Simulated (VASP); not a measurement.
Data:

```
TiB2
1.0
    1.54530    -2.67654     0.00000
    1.54530     2.67654     0.00000
    0.00000     0.00000     3.29460
Ti B
1 2
Cartesian
  0.00000   0.00000   0.00000
  1.54530   0.89218   1.64730
  1.54530  -0.89218   1.64730
```

The numbers are results of PBE GGA + U (Dudarev), VASP's PBE PAW potentials (set 64) (plane waves; VASP), not measurements. Settings: 520 eV cut-off, 10×10×8 Γ-centred mesh, first-order Methfessel-Paxton smearing of 0.10 eV, potentials Ti_sv B, U − J: Ti 4.00 eV.

Problem. Give the stress tensor in GPa (positive for a compressed cell).

Solution. 
```
-8.60   0.00   0.00
 0.00  -8.60   0.00
 0.00   0.00  -2.42
```
The pressure is its mean diagonal, -6.54 GPa.

The compound is TiB2 in the AlB2 type structure. The cell was not relaxed at this level. The run is one of a series of settings (LDAU = .TRUE., LDAUJ = 0 0, LDAUL = 2 -1, LDAUTYPE = 2, LDAUU = 4.0 0 against the base run), some of them coarse on purpose.
